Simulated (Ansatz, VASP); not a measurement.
**Ru (Ruthenium) in two plane-wave programs**

Aim: how closely do two programs agree when they are given the same cell, functional and k mesh? The cell is taken from a series of runs on this material, whose earlier steps may have relaxed, scaled, displaced or heated it; both programs get it as it stands.

Program: Ansatz 0.2.0. Level of theory: plane waves, with VASP 6.6.1 beside it; zone-centre phonons at LDA. Results are calculated unless marked as measured.

## (1) The structure

It takes space group P6_3/mmc (No. 194, hexagonal). The conventional cell has a = 2.621 Å, b = 2.621 Å, c = 4.273 Å, α = 90.00°, β = 90.00°, γ = 120.00°. Nearest to Ru lie 12 Ru at 2.62 Å.

## (2) VASP: zone-centre phonons, LDA

Second derivatives magnify differences that forces hide, and they need a tight electronic threshold.

Lines of VASP's logs that name or quote its potential files are left out, and so is its time.

INCAR reads:

```
SYSTEM = Ru
PREC = Accurate
ENCUT = 500
EDIFF = 1E-08
NELM = 120
ISMEAR = 1
SIGMA = 0.2
LREAL = .FALSE.
ALGO = Normal
GGA = CA
NBANDS = 20
LASPH = .TRUE.
LORBIT = 11
LWAVE = .FALSE.
LCHARG = .FALSE.
ISIF = 2
IBRION = 8
GGA_COMPAT = .FALSE.
KPAR = 2
```

POSCAR reads:

```
Ru
1.0
    2.6214063337      0.0000000000      0.0000000000
   -1.3107031669      2.2702044786      0.0000000000
    0.0000000000      0.0000000000      4.2725050207
Ru
2
Direct
    0.3333333333      0.6666666667      0.2500000000
    0.6666666667      0.3333333333      0.7500000000
```

KPOINTS reads:

```
Automatic mesh
0
Gamma
18 18 12
0 0 0
```

PAW data sets: Ru_pv (LDA family, release 64).

Command:

```sh
> mpirun -np 2 vasp_std
```

Numbers of over 12 decimals in the logs are rounded to 6 here.

The log of the run:

```text
[banner, memory and clock lines left out]
running    2 mpi-ranks, on    1 nodes
 distrk:  each k-point on    1 cores,    2 groups
 distr:  one band on    1 cores,    1 groups

 POSCAR found type information on POSCAR Ru
 POSCAR found :  1 types and       2 ions
 LDA part: xc-table for (Slater(with rela. corr.)+CA(PZ))
 , standard interpolation
 POSCAR, INCAR and KPOINTS ok, starting setup
 FFT: planning ... GRIDC
 FFT: planning ... GRID_SOFT
 FFT: planning ... GRID
 WAVECAR not read
 entering main loop
       N       E                     dE             d eps       ncg     rms          rms(c)
DAV:   1     0.281007327129E+03    0.28101E+03   -0.17357E+04 10408   0.153E+03
DAV:   2    -0.167259386418E+02   -0.29773E+03   -0.28905E+03 10660   0.458E+02
DAV:   3    -0.226927063744E+02   -0.59668E+01   -0.59182E+01 11876   0.725E+01
DAV:   4    -0.227402473310E+02   -0.47541E-01   -0.47488E-01 13340   0.612E+00
DAV:   5    -0.227408558659E+02   -0.60853E-03   -0.60596E-03 11616   0.604E-01    0.216E+01
DAV:   6    -0.214406337333E+02    0.13002E+01   -0.29416E+00 11936   0.171E+01    0.647E+00
DAV:   7    -0.213443859274E+02    0.96248E-01   -0.57590E-01 11748   0.556E+00    0.120E+00
DAV:   8    -0.213330531626E+02    0.11333E-01   -0.28889E-02 11616   0.169E+00    0.275E-01
DAV:   9    -0.213329048551E+02    0.14831E-03   -0.38086E-04 11908   0.195E-01    0.294E-02
DAV:  10    -0.213329252636E+02   -0.20409E-04   -0.77340E-05 11516   0.899E-02    0.217E-02
DAV:  11    -0.213329219419E+02    0.33217E-05   -0.18855E-05 11536   0.430E-02    0.212E-03
DAV:  12    -0.213329219708E+02   -0.28896E-07   -0.94499E-08 11964   0.340E-03    0.113E-03
DAV:  13    -0.213329219757E+02   -0.48981E-08   -0.72563E-09  7412   0.886E-04
   1 F= -.21332922E+02 E0= -.21332926E+02  d E =0.133997E-04
 Linear response reoptimize wavefunctions to high precision
DAV:   1    -0.213329219776E+02   -0.18681E-08   -0.36081E-10  6976   0.191E-04
DAV:   2    -0.213329219776E+02   -0.17280E-10   -0.21806E-11  6568   0.493E-05
 Linear response DOF=           2
 Linear response progress:
  Degree of freedom:   1/  2
       N       E                     dE             d eps       ncg     rms          rms(c)
RMM:   1    -0.499294435481E+00   -0.49929E+00    0.32627E+00 46362   0.591E+01
RMM:   2    -0.601014988327E+00   -0.10172E+00   -0.11393E-01 63433   0.284E+00    0.146E-01
RMM:   3    -0.599703745682E+00    0.13112E-02   -0.35879E-03 72383   0.498E-01    0.649E-02
RMM:   4    -0.598465678296E+00    0.12381E-02   -0.47479E-04 72426   0.170E-01    0.243E-02
RMM:   5    -0.598274533138E+00    0.19115E-03   -0.33144E-05 88753   0.431E-02    0.986E-03
RMM:   6    -0.598187956853E+00    0.86576E-04   -0.38786E-05 77361   0.120E-02    0.417E-03
RMM:   7    -0.598187095479E+00    0.86137E-06   -0.36279E-05 78237   0.614E-03    0.740E-04
RMM:   8    -0.598207684556E+00   -0.20589E-04   -0.26059E-05 92713   0.218E-03    0.336E-04
RMM:   9    -0.598215382976E+00   -0.76984E-05   -0.14517E-05 84634   0.934E-04    0.573E-05
RMM:  10    -0.598215502179E+00   -0.11920E-06   -0.85928E-06 98213   0.476E-04    0.199E-05
RMM:  11    -0.598215888502E+00   -0.38632E-06   -0.46506E-06 83530   0.273E-04    0.775E-06
RMM:  12    -0.598215889600E+00   -0.10975E-08   -0.29577E-06 95154   0.175E-04    0.390E-06
RMM:  13    -0.598215850541E+00    0.39059E-07   -0.16845E-06 93366   0.124E-04    0.127E-06
RMM:  14    -0.598215877922E+00   -0.27381E-07   -0.10363E-06 91792   0.977E-05    0.857E-07
RMM:  15    -0.598215902984E+00   -0.25062E-07   -0.65371E-07 88478   0.829E-05    0.156E-07
RMM:  16    -0.598215903944E+00   -0.96063E-09   -0.44949E-07 68420   0.726E-05    0.352E-07
RMM:  17    -0.598215917001E+00   -0.13056E-07   -0.28258E-07 80542   0.677E-05    0.171E-07
RMM:  18    -0.598215911220E+00    0.57809E-08   -0.20404E-07 58697   0.636E-05    0.190E-07
RMM:  19    -0.598215913903E+00   -0.26836E-08   -0.13353E-07 56032   0.614E-05    0.129E-07
RMM:  20    -0.598215914389E+00   -0.48602E-09   -0.11518E-07 55140   0.601E-05    0.172E-07
RMM:  21    -0.598215914434E+00   -0.44987E-10   -0.75893E-08 54203   0.593E-05    0.189E-07
 first order change of Fermi-energy  -0.46958E-05
 force on displaced ion       1 direction 1 :  -8.295   0.001   0.000
 Linear response progress:
  Degree of freedom:   2/  2
       N       E                     dE             d eps       ncg     rms          rms(c)
RMM:   1    -0.626453091742E+00   -0.62645E+00    0.39093E+00 15984   0.601E+01
RMM:   2    -0.741245824374E+00   -0.11479E+00   -0.13107E-01 22020   0.301E+00    0.143E-01
RMM:   3    -0.741371823792E+00   -0.12600E-03   -0.28835E-03 24977   0.470E-01    0.718E-02
RMM:   4    -0.740716878609E+00    0.65495E-03   -0.48379E-04 24505   0.162E-01    0.211E-02
RMM:   5    -0.740587556238E+00    0.12932E-03   -0.38992E-05 29344   0.514E-02    0.143E-02
RMM:   6    -0.740528970156E+00    0.58586E-04   -0.53365E-05 26616   0.174E-02    0.102E-02
RMM:   7    -0.740484694864E+00    0.44275E-04   -0.50148E-05 25538   0.995E-03    0.298E-03
RMM:   8    -0.740475592050E+00    0.91028E-05   -0.37872E-05 28496   0.426E-03    0.669E-04
RMM:   9    -0.740480701982E+00   -0.51099E-05   -0.20387E-05 28528   0.174E-03    0.106E-04
RMM:  10    -0.740481141281E+00   -0.43930E-06   -0.11793E-05 29314   0.757E-04    0.417E-05
RMM:  11    -0.740481535995E+00   -0.39471E-06   -0.85826E-06 30419   0.348E-04    0.112E-05
RMM:  12    -0.740481642084E+00   -0.10609E-06   -0.77302E-06 29560   0.222E-04    0.416E-06
RMM:  13    -0.740481459474E+00    0.18261E-06   -0.52386E-06 32572   0.150E-04    0.161E-06
RMM:  14    -0.740481309474E+00    0.15000E-06   -0.34341E-06 32052   0.113E-04    0.879E-07
[...]
RMM:  18    -0.740481114117E+00    0.14293E-07   -0.85023E-07 25320   0.713E-05    0.219E-07
RMM:  19    -0.740481087007E+00    0.27110E-07   -0.53612E-07 20013   0.683E-05    0.320E-07
RMM:  20    -0.740481068884E+00    0.18123E-07   -0.33794E-07 18973   0.665E-05    0.333E-07
RMM:  21    -0.740481055053E+00    0.13832E-07   -0.24656E-07 21102   0.656E-05    0.769E-07
RMM:  22    -0.740481055094E+00   -0.40881E-10   -0.20773E-07 18831   0.646E-05    0.577E-07
RMM:  23    -0.740481052863E+00    0.22310E-08   -0.16150E-07 18678   0.642E-05    0.534E-07
RMM:  24    -0.740481054056E+00   -0.11933E-08   -0.10507E-07 27251   0.647E-05    0.101E-07
RMM:  25    -0.740481055095E+00   -0.10391E-08   -0.73770E-08 22111   0.639E-05    0.145E-07
 first order change of Fermi-energy   0.68554E-04
 force on displaced ion       1 direction 3 :  -0.000   0.000 -14.257
 Linear response finished
```

OUTCAR, selected parts (step 2):

```text
ion  position               nearest neighbor table
   1  0.333  0.667  0.250-   2 2.62   2 2.62   2 2.62   2 2.62   2 2.62   2 2.62
   2  0.667  0.333  0.750-   1 2.62   1 2.62   1 2.62   1 2.62   1 2.62   1 2.62

  LATTYP: Found a hexagonal cell.
 ALAT       =     2.6214063337
 C/A-ratio  =     1.6298522536

 Subroutine GETGRP returns: Found 24 space group operations
 (whereof 12 operations were pure point group operations)

The static configuration has the point symmetry D_3d.
 The point group associated with its full space group is D_6h.

 Found    259 irreducible k-points:

   k-points           NKPTS =    259   k-points in BZ     NKDIM =    259   number of bands    NBANDS=     20

   dimension x,y,z NGX =    20 NGY =   20 NGZ =   32
   dimension x,y,z NGXF=    40 NGYF=   40 NGZF=   64

   ENCUT  =  500.0 eV  36.75 Ry    6.06 a.u.   4.78  4.78  7.79*2*pi/ulx,y,z

   NELECT =      28.0000    total number of electrons

 k-points in reciprocal lattice and weights: Automatic mesh
   0.00000000  0.00000000  0.00000000       0.000
   0.05555556 -0.00000000  0.00000000       0.002
   0.11111111 -0.00000000  0.00000000       0.002
   0.16666667 -0.00000000  0.00000000       0.002
   0.22222222  0.00000000  0.00000000       0.002
   0.27777778  0.00000000  0.00000000       0.002
   0.33333333 -0.00000000  0.00000000       0.002
   0.38888889  0.00000000  0.00000000       0.002
   0.44444444  0.00000000  0.00000000       0.002
[...]
0.33333333  0.27777778  0.50000000       0.003
   0.33333333  0.33333333  0.50000000       0.001

 average (electrostatic) potential at core
       1 -66.2820       2 -66.2820

  Total        2.8694295      2.8694295      0.1762617     -0.0000000      0.0000000     -0.0000000
  in kB      180.8107480    180.8107480     11.1067379     -0.0000000      0.0000000     -0.0000000
  external PRESSURE =     124.2427446 kB  Pullay stress =       0.0000000 kB

  energy-cutoff  :      500.00
  volume of cell :       25.43
      direct lattice vectors                 reciprocal lattice vectors
     2.621406334  0.000000000  0.000000000     0.381474626  0.220244478  0.000000000
    -1.310703167  2.270204479  0.000000000     0.000000000  0.440488956  0.000000000
     0.000000000  0.000000000  4.272505021     0.000000000  0.000000000  0.234054728

 POSITION                                       TOTAL-FORCE (eV/Angst)
 -----------------------------------------------------------------------------------
     -0.00000      1.51347      1.06813        -0.000000      0.000000      0.000000
      1.31070      0.75673      3.20438         0.000000      0.000000      0.000000
 -----------------------------------------------------------------------------------
    total drift:                               -0.000000      0.000000     -0.000000

 Eigenvectors and eigenvalues of the dynamical matrix
 ----------------------------------------------------

   1 f  =    8.303516 THz    52.172530 2PiTHz  276.975484 cm-1    34.340568 meV
             X         Y         Z           dx          dy          dz
     -0.000000  1.513470  1.068126     0.000000    0.000000    0.707107
      1.310703  0.756735  3.204379    -0.000000    0.000000   -0.707107

   2 f  =    6.333632 THz    39.795383 2PiTHz  211.267222 cm-1    26.193785 meV
             X         Y         Z           dx          dy          dz
     -0.000000  1.513470  1.068126    -0.603350    0.368740    0.000000
      1.310703  0.756735  3.204379     0.603350   -0.368740    0.000000

   3 f  =    6.333632 THz    39.795383 2PiTHz  211.267222 cm-1    26.193785 meV
             X         Y         Z           dx          dy          dz
     -0.000000  1.513470  1.068126    -0.368740   -0.603350   -0.000000
      1.310703  0.756735  3.204379     0.368740    0.603350   -0.000000

   4 f  =    0.000000 THz     0.000001 2PiTHz    0.000003 cm-1     0.000000 meV
             X         Y         Z           dx          dy          dz
     -0.000000  1.513470  1.068126     0.308944    0.631614   -0.074949
      1.310703  0.756735  3.204379     0.308944    0.631614   -0.074949

   5 f  =    0.000000 THz     0.000000 2PiTHz    0.000001 cm-1     0.000000 meV
             X         Y         Z           dx          dy          dz
     -0.000000  1.513470  1.068126     0.634259   -0.299690    0.088891
      1.310703  0.756735  3.204379     0.634259   -0.299690    0.088891

   6 f/i=    0.000000 THz     0.000000 2PiTHz    0.000002 cm-1     0.000000 meV
             X         Y         Z           dx          dy          dz
     -0.000000  1.513470  1.068126     0.047635   -0.106066   -0.697482
      1.310703  0.756735  3.204379     0.047635   -0.106066   -0.697482

 ELASTIC MODULI CONTR FROM IONIC RELAXATION (kBar)
 Direction    XX          YY          ZZ          XY          YZ          ZX
 --------------------------------------------------------------------------------
 XX         -99.7473     99.7473      0.0000      0.0000      0.0000      0.0000
 YY          99.7473    -99.7473     -0.0000      0.0000      0.0000      0.0000
 ZZ           0.0000     -0.0000     -0.0000     -0.0000      0.0000      0.0000
 XY           0.0000      0.0000     -0.0000    -99.7473      0.0000      0.0000
 YZ           0.0000      0.0000      0.0000      0.0000      0.0000      0.0000
 ZX           0.0000      0.0000      0.0000      0.0000      0.0000      0.0000
 --------------------------------------------------------------------------------
```

[end of part 1 of 2]

[Lines on the potential files, build, host, timing and source positions are cut from VASP's logs without a mark.]

[Logs are printed without paths, hosts, clocks, repeated set-up lines and the standing remarks that a program may print on its own settings, such as how far it seeks lower states.]

[Hosts, paths, dates, database ids (printed as entryN), source tags and the programs' standing remarks are cut or masked in the printed files.]
